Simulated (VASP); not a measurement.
# HfO2: energy against strain

HfO2 (fluorite, Fm-3m, 10.305 Å³/atom and stress up to 0.30 GPa in the relaxed cell, cube axes along x, y and z) under an equal strain ε along x and y, with z held. LDA in VASP (plane waves, PAW), 600 eV, 10×10×10 Γ-centred mesh, Gaussian smearing 0.05 eV; ions are relaxed, or left where forces stay under 0.02 eV/Å, within the symmetry of each cell. Against the start cell, which lies near the measured one, the relaxed cell differs by -5.7 % in volume; the values below rest on it.

Here s stands for strain and y for E less E0.

| strain (%) | E less E0 (meV/atom) |
|---|---|
| -3.00 | ? |
| -1.50 | 11.62 |
| -1.00 | 5.22 |
| -0.50 | 1.37 |
| 0.00 | 0.00 |
| 0.50 | 1.08 |
| 1.00 | 4.45 |
| 1.50 | 10.07 |

The 7 complete rows are fitted with a parabola, y against s. Least squares gives y = 0.016 - 0.4629·s + 4.8143·s². Residuals (row less fit): 0.077, -0.073, -0.081, -0.016, 0.092, 0.083, -0.084; standard error 0.101 (degrees of freedom: 4). Twice the quadratic coefficient over the volume, 2 × 4.8143 meV × 10⁴ × 0.1602 / 10.305 Å³, is the elastic constants 2(C11 + C12) = 1497 ± 14 GPa (± standard error of the fit, which holds the terms cut off).

### Question
What does the fit predict for y at s = -3.00, and how far is the calculated value from it?

### Answer
y = 0.016 - 0.4629 × (-3.0) + 4.8143 × (-3.0)² = 44.733 meV/atom. The calculation gives 47.19 meV/atom, 2.457 meV/atom above the prediction (5.2 % of the range of y in the table). The row lies outside the fitted rows, so this is an extrapolation. From the scatter of the fitted rows alone, a prediction at this place has a standard error of 0.385 meV/atom, so the miss is 6.4 times that.

A polynomial of degree 3 through the 12 other runs of the series gives 47.13 there, so most of the miss is curvature that the fit leaves out. The primitive cell can neither tilt nor turn polar against its symmetry, as such crystals can under strain. HfO2 is here the high-temperature cubic form, which is unstable at 0 K; the monoclinic form is the stable one. Rows are the converged runs of the series near zero and its far end; series whose fitted rows scatter by over a few per cent of the range, as at a crossing or softening among them, aren't shown in this form, nor equations of state whose B0' disagrees with the runs' pressures. Most that stay on the fit to the last digits aren't either.
